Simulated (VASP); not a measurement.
An input for Ansatz (written as the equivalent of a VASP run, and not itself run):

Ansatz 0.2 input:
```yaml
crystal:
  lattice:
    - [3.3932385, 0.0000000, 0.0000000]
    - [-1.6966193, 2.9386316, 0.0000000]
    - [0.0000000, 0.0000000, 6.0522081]
  atoms:
    - { symbol: Ga, position: [1.0000000, 1.0000000, 0.0000000] }
    - { symbol: Ga, position: [1.0000000, 1.0000000, 0.5000000] }
    - { symbol: As, position: [0.3333330, 0.6666670, 0.2500000] }
    - { symbol: As, position: [0.6666670, 0.3333330, 0.7500000] }
kpoints:
  mp_grid: { grid: [10, 10, 5] }
hamiltonian:
  xc: pbesol
  pseudopotentials: { kind: paw }
scf:
  occupations: { method: methfessel_paxton, width: 0.1 }
  max_iter: 100
relax:
  max_steps: 40
  f_tol: 0.02
  cell: { p_target: 30 }
output: { forces: true, stress: true, eigenvalues: true }
```

Task: Write the VASP files for the same calculation (PBEsol).

Result: Several could match; the one computed here: 
KPOINTS:
```
Automatic mesh
0
Gamma
 10 10 5
0 0 0
```

### INCAR
```
ISIF=3
LREAL=.FALSE.   # projection in real space or not
NELM=100   # most electronic steps
LWAVE=.FALSE.
ALGO=Normal   # blocked Davidson
IBRION=2
EDIFF=1E-6
PSTRESS=300
PREC=Accurate
LCHARG=.FALSE.
EDIFFG=-0.02
NSW=40
ISMEAR=1   # Methfessel-Paxton
ENCUT=500
SYSTEM=GaAs
GGA=PS
LASPH=.TRUE.   # aspherical one-centre terms
LMAXMIX=4
SIGMA=0.1
```

**POSCAR**
```
GaAs
1.0
  3.3932385327   0.0000000000   0.0000000000
 -1.6966192663   2.9386315880   0.0000000000
  0.0000000000   0.0000000000   6.0522080559
Ga As
2 2
Cart
  1.6966192664   2.9386315880   0.0000000000
  1.6966192664   2.9386315880   3.0261040280
 -0.0000016966   1.9590887049   1.5130520140
  1.6966209630   0.9795428831   4.5391560419
```

POTCAR, in this order: Ga_d As (PBE.64 set). Program: vasp_std.

Limits of the translation: each code has its own PAW files, so the cut-off isn't converted (ENCUT is set for VASP's; basis.ecutwfc is left out, and Ansatz then takes the one that its files recommend); Ansatz stops its SCF on the density residual and VASP on the energy change (EDIFF).

The structure was generated: GaAs was put into the NiAs type type (P6_3/mmc), which need not be its known phase. This run relaxes it under an external pressure of 30 GPa. Symmetry was kept, so distortions that lower it aren't found.
